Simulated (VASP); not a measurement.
# Sn5Se4S6 (P1) in VASP: notebook

Runs on Sn5Se4S6. Level: PBE+D3(BJ). Tasks: relaxation of cell and atoms.

All numbers are computed with VASP 6.6.1; they aren't measurements. Logs are shortened: lines on timing, memory, paths and dates and some standing lists are left out, and cuts for length are marked.

## (1) Starting point

The typed cell holds 15 atoms: a = 5.978 Å, b = 6.421 Å, c = 9.808 Å, α = 109.11°, β = 90.00°, γ = 90.00°.

The cell was built by a generator and needn't be a form met in nature.

## (2) Relaxation of cell and atoms, PBE+D3(BJ)

INCAR

```
SYSTEM = Sn5Se4S6
PREC     = Accurate       ! precision mode
ENCUT    = 600            ! plane-wave cutoff, eV
EDIFF    = 1E-6           ! SCF threshold, eV
ISMEAR   = 0              ! smearing method
SIGMA    = 0.03           ! smearing width, eV
LREAL    = .False.        ! projectors in reciprocal space
LASPH    = .True.         ! aspherical terms in the spheres
NELM     = 80             ! most SCF steps
ALGO     = Normal         ! electronic algorithm
ISIF     = 3              ! what is computed and relaxed
LWAVE    = .False.        ! write WAVECAR
LCHARG   = .False.        ! write CHGCAR
GGA      = PE             ! functional
IVDW     = 12             ! dispersion correction
IBRION   = 2              ! ionic algorithm
NSW      = 90             ! ionic steps
EDIFFG   = -0.01          ! ionic threshold
KPAR     = 8
```

KPOINTS

```
regular mesh
0
Gamma
  6 6 4
  0 0 0
```

POSCAR

```
Sn5Se4S6
1.0
    0.0000000000      0.0000000000     -5.9776941200
    0.0000000000     -6.4207574700      0.0000000000
   -9.2675651400      3.2103787400      0.0000000000
Sn Se S
5 4 6
Direct
    0.0000000000      0.8000000000      0.6000000000
    0.0000000000      0.4000000000      0.8000000000
    0.0000000000      0.6000000000      0.2000000000
    0.0000000000      0.2000000000      0.4000000000
    0.0000000000      0.0000000000      0.0000000000
    0.7500000000      0.4666666700      0.6000000000
    0.7500000000      0.0666666700      0.8000000000
    0.7500000000      0.2666666700      0.2000000000
    0.2500000000      0.5333333300      0.4000000000
    0.7500000000      0.8666666700      0.4000000000
    0.7500000000      0.6666666700      0.0000000000
    0.2500000000      0.1333333300      0.6000000000
    0.2500000000      0.3333333300      0.0000000000
    0.2500000000      0.9333333300      0.2000000000
    0.2500000000      0.7333333300      0.8000000000
```

Potentials or basis: VASP PAW PBE potentials, release 64 (Sn_d, Se, S).

The run is started by

```console
$ cat potpaw_PBE.64/Sn_d/POTCAR potpaw_PBE.64/Se/POTCAR potpaw_PBE.64/S/POTCAR > POTCAR
$ mpirun -np 8 vasp_std > vasp.out
```

OUTCAR:

```text
SYSTEM = Sn5Se4S6
   PREC = Accurate
   ENCUT = 600
   EDIFF = 1E-6
   ISMEAR = 0
   LREAL = .False.
   LASPH = .True.
   NELM = 80
   ISIF = 3
   GGA = PE
   IVDW = 12
   IBRION = 2
   NSW = 90
   EDIFFG = -0.01
 IVDW          = 12

 ion  position               nearest neighbor table
   1  0.000  0.800  0.600-   6 2.61  12 2.61   7 2.61   9 2.61  15 2.61  10 2.61   4 3.71   2 3.71
                             2 3.71   4 3.71   5 3.71   3 3.71
   2  0.000  0.400  0.800-   7 2.61  15 2.61  12 2.61  11 2.61   6 2.61  13 2.61   1 3.71   5 3.71
                             1 3.71   5 3.71   4 3.71   3 3.71
   3  0.000  0.600  0.200-  14 2.61   8 2.61  10 2.61  13 2.61   9 2.61  11 2.61   4 3.71   5 3.71
                             4 3.71   5 3.71   1 3.71   2 3.71
   4  0.000  0.200  0.400-   9 2.61  10 2.61  14 2.61   6 2.61   8 2.61  12 2.61   1 3.71   3 3.71
                             3 3.71   1 3.71   5 3.71   2 3.71
   5  0.000  0.000  0.000-  11 2.61  13 2.61   8 2.61  15 2.61   7 2.61  14 2.61   3 3.71   2 3.71
                             3 3.71   2 3.71   4 3.71   1 3.71
   6  0.750  0.467  0.600-   1 2.61   4 2.61   2 2.61
   7  0.750  0.067  0.800-   2 2.61   1 2.61   5 2.61
   8  0.750  0.267  0.200-   3 2.61   5 2.61   4 2.61
   9  0.250  0.533  0.400-   4 2.61   1 2.61   3 2.61
  10  0.750  0.867  0.400-   4 2.61   3 2.61   1 2.61
  11  0.750  0.667  0.000-   5 2.61   2 2.61   3 2.61
  12  0.250  0.133  0.600-   1 2.61   2 2.61   4 2.61
  13  0.250  0.333  0.000-   5 2.61   3 2.61   2 2.61
  14  0.250  0.933  0.200-   3 2.61   4 2.61   5 2.61
  15  0.250  0.733  0.800-   2 2.61   5 2.61   1 2.61

  LATTYP: Found a base centered orthorhombic cell.
 ALAT       =     6.4207574700
 B/A-ratio  =     2.8867513477
 C/A-ratio  =     0.9309951587

  Lattice vectors:

 A1 = (   9.2675651400,  -3.2103787400,   0.0000000000)
 A2 = (  -9.2675651400,  -3.2103787300,   0.0000000000)
 A3 = (   0.0000000000,   0.0000000000,  -5.9776941200)

Analysis of symmetry for initial positions (statically):
=====================================================================
 Subroutine PRICEL returns:
 Original cell was already a primitive cell.

 Routine SETGRP: Setting up the symmetry group for a
 base centered orthorhombic supercell.

 Subroutine GETGRP returns: Found  1 space group operations
 (whereof  1 operations were pure point group operations)
 out of a pool of  8 trial point group operations.

The static configuration has the point symmetry C_1 .

Analysis of symmetry for dynamics (positions and initial velocities):
=====================================================================
 Subroutine PRICEL returns:
 Original cell was already a primitive cell.

 Routine SETGRP: Setting up the symmetry group for a
 base centered orthorhombic supercell.

 Subroutine GETGRP returns: Found  1 space group operations
 (whereof  1 operations were pure point group operations)
 out of a pool of  8 trial point group operations.

The dynamic configuration has the point symmetry C_1 .

 Subroutine INISYM returns: Found  1 space group operations
 (whereof  1 operations are pure point group operations),
 and found     1 'primitive' translations

----------------------------------------------------------------------------------------

                                     Primitive cell

  volume of cell :     355.7014

  direct lattice vectors                    reciprocal lattice vectors
     0.000000000  0.000000000 -5.977694120     0.000000000  0.000000000 -0.167288587
     0.000000000 -6.420757470  0.000000000    -0.053951604 -0.155744864  0.000000000
    -9.267565140  3.210378740  0.000000000    -0.107903207  0.000000000  0.000000000

  length of vectors
     5.977694120  6.420757470  9.807869049     0.167288587  0.164824871  0.107903207

  position of ions in fractional coordinates (direct lattice)
     0.000000000  0.800000000  0.600000000
     0.000000000  0.400000000  0.800000000
     0.000000000  0.600000000  0.200000000
     0.000000000  0.200000000  0.400000000
     0.000000000  0.000000000  0.000000000
     0.750000000  0.466666670  0.600000000
     0.750000000  0.066666670  0.800000000
     0.750000000  0.266666670  0.200000000
     0.250000000  0.533333330  0.400000000
     0.750000000  0.866666670  0.400000000
     0.750000000  0.666666670  0.000000000
     0.250000000  0.133333330  0.600000000
     0.250000000  0.333333330  0.000000000
     0.250000000  0.933333330  0.200000000
     0.250000000  0.733333330  0.800000000

  ion indices of the primitive-cell ions
   primitive index   ion index
                 1           1
                 2           2
                 3           3
                 4           4
                 5           5
                 6           6
                 7           7
                 8           8
                 9           9
                10          10
                11          11
                12          12
                13          13
                14          14
                15          15

----------------------------------------------------------------------------------------

 KPOINTS: regular mesh

Automatic generation of k-mesh.
 Grid dimensions read from file:
 generate k-points for:    6    6    4

 Generating k-lattice:

  Cartesian coordinates                     Fractional coordinates (reciprocal lattice)
     0.000000000  0.000000000 -0.027881431     0.166666667  0.000000000  0.000000000
    -0.008991934 -0.025957477  0.000000000     0.000000000  0.166666667 -0.000000000
    -0.026975802  0.000000000  0.000000000     0.000000000  0.000000000  0.250000000

  Length of vectors
     0.027881431  0.027470812  0.026975802

  Shift w.r.t. Gamma in fractional coordinates (k-lattice)
     0.000000000  0.000000000  0.000000000

 -----------------------------------------------------------------------------
|                                                                             |
|           W    W    AA    RRRRR   N    N  II  N    N   GGGG   !!!           |
|           W    W   A  A   R    R  NN   N  II  NN   N  G    G  !!!           |
|           W    W  A    A  R    R  N N  N  II  N N  N  G       !!!           |
|           W WW W  AAAAAA  RRRRR   N  N N  II  N  N N  G  GGG   !            |
|           WW  WW  A    A  R   R   N   NN  II  N   NN  G    G                |
|           W    W  A    A  R    R  N    N  II  N    N   GGGG   !!!           |
|                                                                             |
|     Your reciprocal lattice and k-lattice belong to different lattice       |
|     classes:                                                                |
|                                                                             |
|        The reciprocal lattice is base centered orthorhombic,                |
|        whereas your k-lattice is simple monoclinic.                         |
|                                                                             |
|     Results are often still useful ...                                      |
|                                                                             |
 -----------------------------------------------------------------------------

 WARNING: IBZKPT: internal override: KBLOWUP is changed to .FALSE.
      ... skipping the blow-up phase ...

 Subroutine IBZKPT returns following result:
 ===========================================

 Found     76 irreducible k-points:

 Following reciprocal coordinates:
            Coordinates               Weight
  0.000000  0.000000  0.000000      1.000000
  0.166667  0.000000  0.000000      2.000000
  0.333333  0.000000  0.000000      2.000000
  0.500000  0.000000  0.000000      1.000000
  0.000000  0.166667  0.000000      2.000000
  0.166667  0.166667  0.000000      2.000000
[... 16 lines left out ...]
  0.333333  0.000000  0.250000      2.000000
  0.500000  0.000000  0.250000      2.000000
 [... further k-points ...]
   k-points           NKPTS =     76   k-points in BZ     NKDIM =     76   number of bands    NBANDS=     78
   number of dos      NEDOS =    301   number of ions     NIONS =     15
   total plane-waves  NPLWV = 207360
   dimension x,y,z NGX =    48 NGY =   54 NGZ =   80
   dimension x,y,z NGXF=    96 NGYF=  108 NGZF=  160
   ions per type =               5   4   6
   NGX,Y,Z   is equivalent  to a cutoff of  13.35, 13.98, 13.56 a.u.
   NGXF,Y,Z  is equivalent  to a cutoff of  26.70, 27.96, 27.12 a.u.
 SYSTEM =  Sn5Se4S6
   PREC   = accura    normal or accurate (medium, high low for compatibility)
   ISTART =      0    job   : 0-new  1-cont  2-samecut
   ICHARG =      2    charge: 1-file 2-atom 10-const
   ISPIN  =      1    spin polarized calculation?
   LNONCOLLINEAR =      F non collinear calculations
   LSORBIT =      F    spin-orbit coupling
   LASPH  =      T    aspherical Exc in radial PAW
   ENCUT  =  600.0 eV  44.10 Ry    6.64 a.u.  11.94 12.82 19.59*2*pi/ulx,y,z
   NELM   =     80;   NELMIN=  2; NELMDL= -5     # of ELM steps
   EDIFF  = 0.1E-05   stopping-criterion for ELM
   LREAL  =      F    real-space projection
   EDIFFG = -.1E-01   stopping-criterion for IOM
   NSW    =     90    number of steps for IOM
   IBRION =      2    ionic relax: 0-MD 1-quasi-New 2-CG
   NFREE  =      1    steps in history (QN), initial steepest desc. (CG)
   ISIF   =      3    stress and relaxation
   ISYM   =      2    0-nonsym 1-usesym 2-fastsym
   POTIM  = 0.5000    time-step for ionic-motion
   TEBEG  =    0.0;   TEEND  =   0.0 temperature during run
   PSTRESS=    0.0 pullay stress
   NELECT =     130.0000    total number of electrons
   NUPDOWN=      -1.0000    fix difference up-down
   EMIN   =  10.00;   EMAX   =-10.00  energy-range for DOS
   EFERMI =   0.00;   METHOD = LEGACY
   ISMEAR =     0;   SIGMA  =   0.03  broadening in eV -4-tet -1-fermi 0-gaus
   EFERMI_NEDOS =   21; number of points for ismear=-14 and -15
   IALGO  =     38    algorithm
   IMIX   =      4    mixing-type and parameters
     AMIX     =   0.40;   BMIX     =  1.00
     AMIX_MAG =   1.60;   BMIX_MAG =  1.00
  volume/ion in A,a.u.               =      23.71       160.03
  Fermi-wavevector in a.u.,A,eV,Ry     =   1.170471  2.211870 18.640021  1.370003
  Thomas-Fermi vector in A             =   2.306929
   LORBIT       =      0    0 simple, 1 ext, 2 COOP (PROOUT), +10 PAW based schemes
   GGA     = PE    functional components
   LHFCALC =     F    Hartree Fock is set to
   AEXX    =    0.0000 exact exchange contribution
   IVDW    =    12    specifies the selected vdW correction
   LEPSILON=     F    determine dielectric tensor
   LRPA    =     F    only Hartree local field effects (RPA)
 conjugate gradient relaxation of ions
 non-spin polarized calculation
 Gauss-broadening in eV      SIGMA  =   0.03
  energy-cutoff  :      600.00
  volume of cell :      355.70
 maximum number of plane-waves:     11920
   NGX = 23   NGY = 25   NGZ = 39

--------------------------------------- Ionic step        1  -------------------------------------------

 number of electron     129.9999990 magnetization

 Free energy of the ion-electron system (eV)
  ---------------------------------------------------
  ext. energy  EPLUGINS =         0.00000000
  ---------------------------------------------------
  free energy    TOTEN  =       -62.51714661 eV

  energy without entropy =      -62.51714661  energy(sigma->0) =      -62.51714661

------------------------ aborting loop because EDIFF is reached ----------------------------------------

 Edisp (eV)   -5.14260

 E8    (eV) :    -2.1638
[... 144 lines left out ...]
  FREE ENERGIE OF THE ION-ELECTRON SYSTEM (eV)
  ---------------------------------------------------
  free  energy   TOTEN  =       -68.0143591208 eV

  energy  without entropy=      -68.0143591208  energy(sigma->0) =      -68.01435912

[... ionic steps 4 to 18 ...]

--------------------------------------- Ionic step       19  -------------------------------------------

 number of electron     130.0000009 magnetization

------------------------ aborting loop because EDIFF is reached ----------------------------------------
[... 101 lines left out ...]
--------------------------------------- Ionic step       21  -------------------------------------------

 number of electron     130.0000009 magnetization

 Free energy of the ion-electron system (eV)
  ---------------------------------------------------
  ext. energy  EPLUGINS =         0.00000000
  ---------------------------------------------------
  free energy    TOTEN  =       -62.99891041 eV

  energy without entropy =      -62.99891041  energy(sigma->0) =      -62.99891041

 E-fermi :   4.8672     XC(G=0):  -9.6072

 val. band max:        4.6748324168   @ k =   0.0000   0.0000   0.5000
 cond. band min:       5.5636335200   @ k =   0.3333   0.0000   0.5000
 fundamental gap:      0.8888011032
 Fermi energy:         4.8672099727

 k-point     1 :       0.0000    0.0000    0.0000
  band No.  band energies     occupation
      1     -16.5936      2.00000
      2     -16.5908      2.00000
      3     -16.5849      2.00000
      4     -16.5800      2.00000
      5     -16.5498      2.00000
      6     -16.5484      2.00000
[... 1909 lines left out ...]
     76       9.4746      0.00000
     77       9.5250      0.00000

 [... further k-points ...]

 [bands above 77 left out]

------------------------ aborting loop because EDIFF is reached ----------------------------------------

 Edisp (eV)   -5.12908

 E8    (eV) :    -2.1595
[... 38 lines left out ...]
  FREE ENERGIE OF THE ION-ELECTRON SYSTEM (eV)
  ---------------------------------------------------
  free  energy   TOTEN  =       -68.1279885314 eV

  energy  without entropy=      -68.1279885314  energy(sigma->0) =      -68.12798853

 reached required accuracy - stopping structural energy minimisation
```

Run time: 63 min. Hardware: 8 MPI ranks of AMD EPYC 9R45 (Zen 5), shared host; peak memory 1.9 GiB.

What came out:

| Item | Value |
| --- | --- |
| Free energy | -68.1280 eV |
| Relaxed volume | 23.81 Å³/atom |
| Relaxed cell | a = 5.910 Å, b = 6.469 Å, c = 9.885 Å, α = 109.10°, β = 89.96°, γ = 90.13° |
| Space group after relaxing (to 0.05 Å) | P1 (No. 1) |
| Energy gained by relaxing | 31.2 meV/atom |
| Ionic steps | 21 |
| Pressure after relaxing | 0.0 GPa |
| Largest force after relaxing | 0.009 eV/Å |
| Band gap on the k mesh | 0.89 eV, indirect (least direct gap 1.20 eV) |
| Dispersion energy per atom | -0.342 eV |

Forces in eV/Å, atoms in the order of the input:
```
Sn   0.002  0.000  0.003
Sn   0.000  0.001  0.005
Sn   0.000  0.000  0.002
Sn   0.000  0.000 -0.004
Sn   0.001 -0.001  0.003
Se  -0.001  0.004  0.000
Se   0.001  0.006  0.005
Se  -0.004  0.000 -0.003
Se  -0.001 -0.005 -0.005
S    0.004 -0.003 -0.008
S   -0.003  0.001  0.002
S    0.001  0.001  0.004
S    0.003  0.001  0.000
S   -0.002 -0.005 -0.007
S    0.000  0.000  0.003
```

The path:
```tsv
step	energy change (eV)	largest force (eV/Å)	pressure (GPa)	volume (Å³)
1	0.0000	1.5662	2.67	355.70
2	-0.2936	0.6973	-2.60	376.42
3	-0.3546	0.5628	-1.23	370.01
4	-0.4330	0.2878	0.01	363.50
5	-0.4335	0.2726	0.13	362.93
6	-0.4480	0.1716	-0.02	362.92
7	-0.4532	0.2094	-0.16	362.91
8	-0.4599	0.0797	-0.01	361.45
9	-0.4607	0.1108	0.06	360.77
10	-0.4630	0.0521	-0.12	360.87
11	-0.4633	0.0680	-0.23	360.92
12	-0.4648	0.0627	-0.12	359.95
13	-0.4655	0.0729	0.02	358.70
14	-0.4665	0.0563	0.03	358.39
15	-0.4676	0.0420	0.02	357.58
16	-0.4676	0.0441	0.02	357.47
17	-0.4680	0.0220	-0.04	357.51
18	-0.4681	0.0229	-0.07	357.54
19	-0.4682	0.0175	0.04	356.96
20	-0.4682	0.0180	0.01	357.11
21	-0.4682	0.0091	0.01	357.11
```

Final structure:
```cif
data_structure
_symmetry_space_group_name_H-M 'P 1'
_symmetry_Int_Tables_number 1
_cell_length_a 5.9097
_cell_length_b 6.4693
_cell_length_c 9.8852
_cell_angle_alpha 109.104
_cell_angle_beta 89.958
_cell_angle_gamma 90.132
_cell_volume 357.11
loop_
_atom_site_label
_atom_site_type_symbol
_atom_site_fract_x
_atom_site_fract_y
_atom_site_fract_z
_atom_site_occupancy
Sn1 Sn 0.00184 0.80334 0.59990 1
Sn2 Sn 0.00425 0.40400 0.80305 1
Sn3 Sn 0.00106 0.60217 0.19714 1
Sn4 Sn 0.00423 0.19329 0.40019 1
Sn5 Sn 0.00527 0.99730 0.99974 1
Se1 Se 0.73058 0.46603 0.60130 1
Se2 Se 0.72882 0.06687 0.80007 1
Se3 Se 0.73064 0.26431 0.19929 1
Se4 Se 0.27605 0.53424 0.39954 1
S1 S 0.75591 0.86550 0.39774 1
S2 S 0.75510 0.66807 0.00159 1
S3 S 0.25103 0.13427 0.60168 1
S4 S 0.25125 0.33353 0.99832 1
S5 S 0.25253 0.93179 0.19847 1
S6 S 0.25144 0.73530 0.80198 1
```

Caveat: spin-orbit coupling is left out, which moves the levels of the heavy elements. A k mesh can miss the band edges.

(Continued in part 2 of 2.)
